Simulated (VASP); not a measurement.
Output of a VASP run:

File OUTCAR:
```
 ion  position               nearest neighbor table
   1  0.223  0.112  0.248-  36 1.86  49 1.90  45 1.92  37 1.92   2 3.08  10 3.08  12 3.11  13 3.11
                             4 3.12  16 3.12  32 3.12   9 3.13   5 3.13  24 3.14  14 3.16
   2  0.110  0.222  0.000-  38 1.87  61 1.90  37 1.90  42 1.91   1 3.08  26 3.08   5 3.09  24 3.09
                             3 3.09   7 3.09  25 3.11  33 3.12   6 3.13  10 3.13  14 3.14  17 3.14
   3  0.225  0.112  0.751-  51 1.81  47 1.92  39 1.92  38 1.94  14 2.97   4 3.08  10 3.09  15 3.09
                            12 3.09  18 3.09   2 3.09  11 3.12   7 3.13  34 3.15  26 3.15
   4  0.114  0.223  0.502-  36 1.84  40 1.90  39 1.91  59 1.92   7 3.06   3 3.08  26 3.09   5 3.10
                            24 3.11   1 3.12  19 3.12  12 3.12   8 3.13  35 3.14  27 3.17
   5  0.222  0.444  0.250-  37 1.89  52 1.89  41 1.90  40 1.92  17 3.08   2 3.09   6 3.09   8 3.09
                            19 3.09   4 3.10  24 3.11  28 3.12   1 3.13   9 3.13  16 3.13  20 3.14
   6  0.111  0.556  1.000-  46 1.90  65 1.90  42 1.90  41 1.92  11 3.09   5 3.09  28 3.09   9 3.09
                            30 3.10   7 3.10  10 3.12  21 3.12  29 3.13  17 3.13  25 3.13   2 3.13
   7  0.223  0.444  0.750-  39 1.89  43 1.91  54 1.91  42 1.92   4 3.06  19 3.09   8 3.09   2 3.09
                             6 3.10  17 3.10  18 3.12  22 3.13   3 3.13  26 3.13  11 3.14  30 3.15
   8  0.111  0.556  0.500-  44 1.89  63 1.91  40 1.91  43 1.91  11 3.09  30 3.09   7 3.09   9 3.09
                             5 3.09  28 3.09  12 3.13  23 3.13  31 3.13  19 3.13  27 3.13   4 3.13
   9  0.222  0.778  0.250-  45 1.89  56 1.89  41 1.90  44 1.92   8 3.09  10 3.09  23 3.09  12 3.09
                            21 3.09   6 3.09  32 3.12  20 3.12   1 3.13  13 3.13   5 3.13  28 3.13
  10  0.110  0.888  0.000-  38 1.87  69 1.90  45 1.90  46 1.90   1 3.08   9 3.09   3 3.09  32 3.09
                            11 3.09  34 3.09  29 3.11   6 3.12  33 3.12   2 3.13  21 3.14  14 3.14
  11  0.223  0.778  0.750-  47 1.89  58 1.89  43 1.91  46 1.91  12 3.08  23 3.08   8 3.09   6 3.09
                            21 3.09  10 3.09   3 3.12  15 3.12  22 3.13  34 3.13  30 3.14   7 3.14
  12  0.112  0.890  0.501-  36 1.84  44 1.90  67 1.91  47 1.91  11 3.08  32 3.08  34 3.08   9 3.09
                             3 3.09   1 3.11  23 3.11   4 3.12   8 3.13  31 3.14  35 3.14
  13  0.555  0.112  0.248-  48 1.86  49 1.90  56 1.92  60 1.92  25 3.08  21 3.08  23 3.11   1 3.11
                            27 3.12  16 3.12  20 3.12   9 3.13  28 3.13  24 3.14  14 3.16
  14  0.444  0.222  0.989-  50 1.91  38 1.91  53 1.91  49 2.00  18 2.95   3 2.97  15 2.97   2 3.14
                            25 3.14  10 3.14  21 3.14  17 3.14  29 3.14  16 3.15  13 3.16   1 3.16
  15  0.554  0.112  0.751-  51 1.81  58 1.92  62 1.92  50 1.94  14 2.97  27 3.08  21 3.09   3 3.09
                            23 3.09  25 3.09  18 3.09  11 3.12  30 3.13  22 3.15  26 3.15
  16  0.555  0.444  0.246-  71 1.86  49 1.88  64 1.90  52 1.90  29 3.05  17 3.05  31 3.12  19 3.12
                             1 3.12  13 3.12  28 3.13   5 3.13  32 3.14  20 3.14  14 3.15
  17  0.445  0.557  0.002-  53 1.87  57 1.89  42 1.90  52 1.92  16 3.05   5 3.08  18 3.09  20 3.09
                            22 3.10   7 3.10  21 3.11  33 3.12   6 3.13  29 3.13   2 3.14  14 3.14
  18  0.554  0.442  0.753-  51 1.80  66 1.91  54 1.91  53 1.93  14 2.95  29 3.09  17 3.09   3 3.09
                            15 3.09  30 3.12   7 3.12  31 3.12  19 3.12  34 3.15  22 3.15
  19  0.445  0.556  0.500-  71 1.83  55 1.88  40 1.89  54 1.90  20 3.07  22 3.08   7 3.09   5 3.09
                            16 3.12   4 3.12  31 3.12  18 3.12  35 3.13   8 3.13  23 3.14
  20  0.555  0.779  0.252-  56 1.89  52 1.90  68 1.91  55 1.91  19 3.07  35 3.07  23 3.08  17 3.09
                            21 3.09  33 3.10   9 3.12  13 3.12  24 3.13   5 3.14  32 3.14  16 3.14
  21  0.445  0.888  0.000-  50 1.87  57 1.90  56 1.90  46 1.90  13 3.08  15 3.09   9 3.09  11 3.09
                            20 3.09  22 3.09  17 3.11  33 3.12   6 3.12  25 3.13  10 3.14  14 3.14
  22  0.556  0.778  0.749-  58 1.89  70 1.90  54 1.91  57 1.92  19 3.08  23 3.09  35 3.09  21 3.09
                            33 3.09  17 3.10  34 3.12   7 3.13  11 3.13  26 3.13  15 3.15  18 3.15
  23  0.444  0.890  0.501-  48 1.84  44 1.90  55 1.91  58 1.91  11 3.08  20 3.08  22 3.09   9 3.09
                            15 3.09  13 3.11  12 3.11  27 3.12   8 3.13  19 3.14  35 3.14
  24  0.890  0.112  0.251-  37 1.90  60 1.90  68 1.91  59 1.92  35 3.08   2 3.09  25 3.09  33 3.10
                             4 3.11  27 3.11   5 3.11  28 3.12  32 3.13  20 3.13  13 3.14   1 3.14
  25  0.778  0.222  0.000-  50 1.87  61 1.90  60 1.90  65 1.91  13 3.08  26 3.08  28 3.09  24 3.09
                            15 3.09  30 3.09   2 3.11  33 3.12   6 3.13  21 3.13  14 3.14  29 3.14
  26  0.889  0.112  0.750-  62 1.89  39 1.89  70 1.90  61 1.91  25 3.08  27 3.08   2 3.08   4 3.09
                            35 3.09  33 3.09  30 3.13   7 3.13  34 3.13  22 3.13  15 3.15   3 3.15
  27  0.776  0.223  0.502-  48 1.84  63 1.90  62 1.91  59 1.92  30 3.06  15 3.08  26 3.08  28 3.10
                            24 3.11  13 3.12  31 3.12  23 3.12   8 3.13  35 3.14   4 3.17
  28  0.889  0.444  0.250-  60 1.89  64 1.89  41 1.90  63 1.92  29 3.08  25 3.09   6 3.09   8 3.09
                            31 3.09  27 3.10  24 3.12   5 3.12  13 3.13  16 3.13   9 3.13  32 3.14
  29  0.779  0.557  0.002-  53 1.87  69 1.89  65 1.90  64 1.92  16 3.05  28 3.08  18 3.09  32 3.09
                            34 3.10  30 3.10  10 3.11  33 3.12   6 3.13  17 3.13  25 3.14  14 3.14
  30  0.888  0.444  0.750-  62 1.89  43 1.91  66 1.91  65 1.92  27 3.06  31 3.09   8 3.09  25 3.09
                             6 3.10  29 3.10  18 3.12  15 3.13  34 3.13  26 3.13  11 3.14   7 3.15
  31  0.778  0.556  0.500-  71 1.83  67 1.88  63 1.89  66 1.90  32 3.07  34 3.08  30 3.09  28 3.09
                            16 3.12  27 3.12  19 3.12  18 3.12  35 3.13   8 3.13  12 3.14
  32  0.890  0.779  0.252-  45 1.89  64 1.90  68 1.91  67 1.91  31 3.07  35 3.07  12 3.08  29 3.09
                            10 3.09  33 3.10   9 3.12   1 3.12  24 3.13  28 3.14  20 3.14  16 3.14
  33  0.778  0.889  0.000-  61 1.90  57 1.90  69 1.90  68 1.92  26 3.09  22 3.09  34 3.09  24 3.10
                            32 3.10  20 3.10  17 3.12  29 3.12  25 3.12   2 3.12  21 3.12  10 3.12
  34  0.889  0.778  0.749-  47 1.89  70 1.90  66 1.91  69 1.92  31 3.08  12 3.08  35 3.08  10 3.09
                            33 3.09  29 3.10  22 3.12  30 3.13  11 3.13  26 3.13   3 3.15  18 3.15
  35  0.778  0.890  0.500-  59 1.90  67 1.90  55 1.90  70 1.92  20 3.07  32 3.07  24 3.08  34 3.08
                            22 3.09  26 3.09  31 3.13  19 3.13  23 3.14  12 3.14  27 3.14   4 3.14
  36  0.198  0.099  0.433-   4 1.84  12 1.84   1 1.86
  37  0.111  0.224  0.190-   5 1.89  24 1.90   2 1.90   1 1.92
  38  0.216  0.108  0.945-   2 1.87  10 1.87  14 1.91   3 1.94
  39  0.111  0.223  0.692-   7 1.89  26 1.89   4 1.91   3 1.92
  40  0.224  0.445  0.442-  19 1.89   4 1.90   8 1.91   5 1.92
  41  0.111  0.556  0.192-   5 1.90  28 1.90   9 1.90   6 1.92
  42  0.223  0.445  0.941-   6 1.90  17 1.90   2 1.91   7 1.92
  43  0.111  0.555  0.691-  30 1.91   7 1.91  11 1.91   8 1.91
  44  0.222  0.777  0.442-   8 1.89  12 1.90  23 1.90   9 1.92
...
```

**OSZICAR**
```
       N       E                     dE             d eps       ncg     rms          rms(c)
DAV:   1    -0.515308323852E+03   -0.51531E+03   -0.80133E-04  1008   0.343E-02    0.110E-01
RMM:   2    -0.515308266187E+03    0.57665E-04   -0.12085E-03   815   0.442E-02    0.165E-01
RMM:   3    -0.515308258679E+03    0.75077E-05   -0.31596E-04   726   0.300E-02    0.681E-02
RMM:   4    -0.515308237503E+03    0.21176E-04   -0.12157E-04   724   0.153E-02    0.598E-03
RMM:   5    -0.515308241953E+03   -0.44497E-05   -0.12714E-05   713   0.723E-03    0.407E-03
RMM:   6    -0.515308242162E+03   -0.20956E-06   -0.26251E-06   537   0.246E-03
   1 F= -.51530824E+03 E0= -.51530813E+03  d E =-.223878E-03  mag=     1.0000
```

OUTCAR:
```
------------------------ aborting loop because EDIFF is reached ----------------------------------------
  FORCE on cell =-STRESS in cart. coord.  units (eV):
  Direction    XX          YY          ZZ          XY          YZ          ZX
  --------------------------------------------------------------------------------------
  Total        3.0073702     -0.0224040     -8.4541839      2.7905239     -0.2078181     -0.3818849
  in kB        6.3026479     -0.0469527    -17.7177205      5.8481958     -0.4355314     -0.8003291
  external PRESSURE =      -3.8206751 kB  Pullay stress =       0.0000000 kB
  volume of cell :      764.49
      direct lattice vectors                 reciprocal lattice vectors
     4.693267657 -8.128978018  0.000000000     0.106535582 -0.061508347  0.000000000
     4.693267657  8.128978018  0.000000000     0.106535582  0.061508347  0.000000000
     0.000000000  0.000000000 10.019202616     0.000000000  0.000000000  0.099808342
 POSITION                                       TOTAL-FORCE (eV/Angst)
 -----------------------------------------------------------------------------------
      1.57202     -0.90748      2.48424         0.003023     -0.004886     -0.001508
      1.55986      0.90906      0.00248         0.000074     -0.001842      0.001670
      1.58131     -0.91578      7.52633        -0.010637      0.011033      0.001797
      1.58267      0.88831      5.02965        -0.002013     -0.002598     -0.002378
      3.12440      1.80816      2.50555        -0.000295     -0.006321     -0.008977
      3.13065      3.61461     10.01726         0.002061     -0.002049      0.002294
      3.13297      1.79756      7.51081        -0.006874     -0.004970      0.007069
      3.12936      3.61392      5.01393         0.003040     -0.002911      0.000098
      4.69532      4.51788      2.50919        -0.001210     -0.003162     -0.004900
      4.68507      6.32417      0.00286         0.001779      0.005315     -0.005603
      4.69808      4.51936      7.51262        -0.003087     -0.001344      0.004394
      4.70470      6.32058      5.01834         0.005979     -0.002007      0.000125
      3.12851     -3.60395      2.48373         0.002897      0.009316      0.001486
      3.12932     -1.80566      9.90403        -0.005891     -0.001244     -0.003550
      3.12621     -3.59153      7.52626         0.003542      0.002663      0.002506
      4.69049     -0.90448      2.46905         0.000678      0.009111     -0.002148
      4.70194      0.91148      0.01784        -0.002568     -0.006808      0.004677
      4.67266     -0.91471      7.54802        -0.009409      0.000068     -0.002091
      4.70110      0.90359      5.00687         0.006044     -0.001801     -0.002345
      6.26322      1.81829      2.52473        -0.008042      0.001716     -0.006545
      6.25443      3.60553      0.00241         0.003240      0.003433      0.004282
      6.25821      1.80439      7.50890         0.000811      0.002653      0.000215
      6.26133      3.62472      5.01815         0.000930      0.004628      0.000796
      4.70274     -6.31681      2.51477         0.003309      0.004662     -0.003163
      4.69572     -4.52231      0.00235        -0.002576      0.000910      0.003605
      4.69692     -6.31984      7.51488         0.005490     -0.005329      0.005636
      4.68916     -4.49216      5.02987        -0.003808      0.000360     -0.007318
      6.25638     -3.61627      2.50549        -0.003831     -0.003759     -0.008225
      6.26878     -1.80225      0.01788        -0.002176      0.002798     -0.000236
      6.25165     -3.60415      7.51087        -0.002869      0.002239      0.004594
      6.26174     -1.79876      5.00693        -0.003981      0.003512     -0.002374
      7.83451     -0.90356      2.52450         0.000228     -0.003177     -0.005375
      7.82317      0.90455      0.00285         0.003061     -0.001615      0.001565
      7.82017     -0.90058      7.50854         0.004269     -0.004396      0.006884
      7.82881      0.90769      5.00925         0.007890      0.006841     -0.003813
      1.39247     -0.80155      4.33425        -0.003333      0.003996      0.000284
      1.57061      0.92170      1.90458        -0.007034      0.007103     -0.001327
      1.52153     -0.87876      9.46752         0.003803     -0.004473     -0.005411
      1.56623      0.90676      6.93724        -0.001888      0.005457      0.009365
      3.13964      1.79608      4.42603        -0.002051      0.003800      0.000962
      3.12886      3.61347      1.91946        -0.002044      0.002461      0.003830
      3.13667      1.80783      9.42898        -0.001176     -0.008170     -0.002328
      3.12612      3.61183      6.92776         0.002934      0.002727      0.008642
      4.68550      4.51233      4.42760         0.000247     -0.001496     -0.000163
      4.68041      6.31025      1.90612         0.003003      0.001549     -0.000368
      4.69016      4.51501      9.42700         0.006922      0.000966     -0.000603
      4.68642      6.32194      6.93286        -0.002245      0.000355      0.002516
      3.13068     -3.81227      4.33374         0.004741     -0.002673      0.004304
      3.14142     -1.79865      1.88426        -0.005874     -0.007971     -0.014264
      3.12800     -3.66145      9.46765         0.004058      0.006434     -0.008666
      3.13179     -1.80379      7.25744         0.016608     -0.009585      0.011644
      4.69413      0.91487      1.93424         0.004287      0.001797     -0.003405
      4.74107     -0.87537      9.47934        -0.005087     -0.001158     -0.001153
      4.69718      0.88853      6.90896         0.004303     -0.002867      0.002262
      6.25227      1.80161      4.43733        -0.001566     -0.001210      0.002408
      6.24030      3.60883      1.90614        -0.003190      0.001720     -0.006237
...
```
(Selected blocks of OUTCAR.)

**POSCAR**
```
Al35N35O
1
    4.6932676572    -8.1289780179     0.0000000000
    4.6932676572     8.1289780179     0.0000000000
    0.0000000000     0.0000000000    10.0192026156
Al N O
35 35 1
Direct
  0.2232936839   0.1116580072   0.2479477290
  0.1102661132   0.2220951280   0.0002478180
  0.2247936731   0.1121376583   0.7511904027
  0.1139716697   0.2232491393   0.5020013893
  0.2216429681   0.4440773385   0.2500746227
  0.1111966068   0.5558542442   0.9998058104
  0.2232071536   0.4443375263   0.7496418021
  0.1111014270   0.5556739149   0.5004324772
  0.2223310173   0.7781054668   0.2504379429
  0.1101373774   0.8881154289   0.0002855092
  0.2225340275   0.7784904579   0.7498218489
  0.1124493001   0.8899861240   0.5008720742
  0.5549707257   0.1116248206   0.2478974462
  0.4444466316   0.2223206497   0.9885048279
  0.5539617696   0.1121431693   0.7511831491
  0.5553366959   0.4440704978   0.2464320543
  0.4448603354   0.5569879727   0.0017809206
  0.5540668402   0.4415424341   0.7533556671
  0.4452559373   0.5564121852   0.4997274455
  0.5554159265   0.7790956716   0.2519889696
  0.4445493334   0.8880891937   0.0002409506
  0.5557373893   0.7777072550   0.7494505865
  0.4441036197   0.8900052335   0.5008528451
  0.8895455469   0.1124727943   0.2509954664
  0.7784206358   0.2221012894   0.0002343458
  0.8891115752   0.1116659757   0.7500476589
  0.7758681557   0.2232572779   0.5020230704
  0.8889579157   0.4440965038   0.2500686876
  0.7787017677   0.5569952756   0.0017849205
  0.8877083263   0.4443372117   0.7496478737
  0.7777372888   0.5564593311   0.4997332138
  0.8902302767   0.7790773448   0.2519660983
  0.7778085168   0.8890832689   0.0002846569
  0.8885193726   0.7777325976   0.7494146360
  0.7782163257   0.8898775291   0.4999647110
  0.1976496437   0.0990456331   0.4325941379
  0.1106336881   0.2240182110   0.1900930909
  0.2161482866   0.1080464639   0.9449378477
  0.1110857055   0.2226324925   0.6923947506
  0.2240095186   0.4449572752   0.4417547691
  0.1110767618   0.5555935935   0.1915786050
  0.2229704524   0.4453636284   0.9410910597
  0.1108854464   0.5552007420   0.6914479046
  0.2216263782   0.7767180629   0.4419116057
  0.1104968916   0.8867629935   0.1902466321
  0.2219575480   0.7773796811   0.9408929763
  0.1104182105   0.8881229510   0.6919572670
  0.5680151312   0.0990426848   0.4325437007
  0.4453052673   0.2240410256   0.1880651870
  0.5584532817   0.1080341511   0.9449501120
  0.4445948284   0.2226985845   0.7243526586
  0.4438195714   0.5563634805   0.1930534641
  0.5589354182   0.4512497529   0.9461175953
  0.4457650212   0.5550689817   0.6895722983
  0.5552747934   0.7769031904   0.4428829641
  0.4428406656   0.8867871665   0.1902484432
  0.5558510844   0.7775348255   0.9410798959
  0.4443088334   0.8881673176   0.6919665499
  0.8895051762   0.1124338695   0.4422254027
  0.7800391495   0.2240684975   0.1900748223
  0.8886963487   0.1108129362   0.9411555379
  0.7781924639   0.2226654941   0.6924169742
  0.8875331111   0.4449727479   0.4417357262
  0.7790542473   0.5563562959   0.1930434585
  0.8889561650   0.4453547474   0.9410779591
  0.7758116944   0.5550650407   0.6895626736
  0.8881950133   0.7769349527   0.4428714900
  0.7779302335   0.8893341311   0.1923308779
  0.8882798407   0.7775757987   0.9410653258
  0.7780154428   0.8894893633   0.6914093715
  0.5712477600   0.4759143183   0.4298162363
```

**Question.** Write an INCAR and KPOINTS that could have produced this output.

**Answer.** One answer among several that fit: the input of the run itself, PBE GGA, plane waves, VASP's PBE PAW potentials (set 64).

File KPOINTS:
```
K-points
0
G
 1 1 1
```

### INCAR
```
! general
SYSTEM      =  Al35N35O
PREC        =  Normal
ENCUT       =  400   ! plane-wave cut-off (eV)
LREAL       =  Auto   ! projection in real space or not
LASPH       =  .TRUE.   ! aspherical one-centre terms
ISYM        =  0
NELECT      =  287.0

! electronic loop
EDIFF       =  1E-6
NELM        =  100
NELMIN      =  4
ALGO        =  Fast   ! Davidson, then RMM-DIIS

! smearing
ISMEAR      =  0
SIGMA       =  0.05

! functional
GGA         =  PE

! spin
ISPIN       =  2   ! spin-polarised
MAGMOM      =  71*0.0141
NUPDOWN     =  1

! output
LWAVE       =  .TRUE.
LCHARG      =  .FALSE.
LORBIT      =  11   ! lm-projected

! other
LHYPERFINE  =  .TRUE.
```

POTCAR, in this order: Al N O (PBE.64 set). Program: vasp_gam. Read from the step before: WAVECAR.

At this cut-off the stress carries a Pulay error, which pulls relaxed volumes low. The cell is charged, with a uniform compensating background.  The supercell is sampled at Γ alone, which is coarse: total energies, pressure and levels can be off, energies of defects by several tenths of an eV.

The cell is a supercell with a defect, built from AlN (wurtzite): O_N-vac_Al, charge -1.
